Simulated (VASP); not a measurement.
Given:

```
KZnI3
1.0
    5.42310     0.00000     0.00000
    0.00000     5.42310     0.00000
    0.00000     0.00000     5.42310
K Zn I
1 1 3
Cartesian
  0.00000   0.00000   0.00000
  2.71155   2.71155   2.71155
  0.00000   2.71155   2.71155
  2.71155   2.71155   0.00000
  2.71155   0.00000   2.71155
```

Level of theory: PBE GGA, VASP's PBE PAW potentials (set 64) (plane waves; VASP). Settings: 300 eV cut-off, 3×3×3 Γ-centred mesh, Fermi-Dirac smearing of 0.10 eV, potentials K_sv Zn I.

Problem. Give the energies of bands 11 to 24 at the high-symmetry points, in eV from the Fermi level.

Solution. 
| band | Γ | X | M | R |
|---|---|---|---|---|
| 11 | -6.63 | -6.80 | -6.83 | -6.87 |
| 12 | -6.63 | -6.63 | -6.83 | -6.87 |
| 13 | -4.26 | -3.95 | -5.21 | -6.87 |
| 14 | -4.26 | -3.95 | -3.50 | -3.13 |
| 15 | -4.26 | -3.78 | -3.31 | -3.13 |
| 16 | -1.26 | -2.45 | -1.96 | -3.13 |
| 17 | -1.26 | -1.78 | -1.96 | -0.33 |
| 18 | -1.26 | -1.78 | -1.82 | -0.33 |
| 19 | -0.97 | -1.68 | -1.82 | -0.04 |
| 20 | -0.73 | -0.98 | -0.36 | -0.04 |
| 21 | -0.73 | -0.98 | -0.08 | -0.04 |
| 22 | -0.73 | 2.58 | 4.15 | 3.38 |
| 23 | 3.51 | 4.31 | 4.51 | 3.94 |
| 24 | 4.51 | 5.09 | 4.51 | 3.94 |

It has no gap at this level: it comes out as a metal or semimetal.

The structure was generated: KZnI3 was put into an ordered model structure, which need not be its known phase. The cell was not relaxed at this level. The k-mesh is coarse (spacing up to 0.39 per Å, 2π included), so the numbers may not be converged in it.
